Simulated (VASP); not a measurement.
Shape and ions are relaxed at each volume.

Here is the system:

```yaml
crystal:
  lattice:
    - [-1.64835, 1.64835, 3.99827]
    - [1.64835, -1.64835, 3.99827]
    - [1.64835, 1.64835, -3.99827]
  atoms:
    - { symbol: Si, position: [0.66447, 0.66447, 0.00000] }
    - { symbol: Si, position: [0.33553, 0.33553, 0.00000] }
    - { symbol: W, position: [0.00000, 0.00000, 0.00000] }
```

Level of theory: vdW-DF2, VASP's PBE PAW potentials (set 64) (plane waves; VASP). Run with 520 eV cut-off, 13×13×13 Γ-centred mesh, first-order Methfessel-Paxton smearing of 0.10 eV, potentials Si W_sv.

Question: Give the energy at these volumes per atom, relative to the lowest: 13.61, 14.04, 14.48, 14.91, 15.34 Å³.

Answer: 32.7, 7.9, 0.0, 6.4, 24.7 meV/atom. A third-order Birch-Murnaghan fit gives B0 = 174 GPa and B0′ = 4.8.

The compound is WSi2 in the MoSi2 type structure. It was relaxed first, which changed the volume by +8 %.
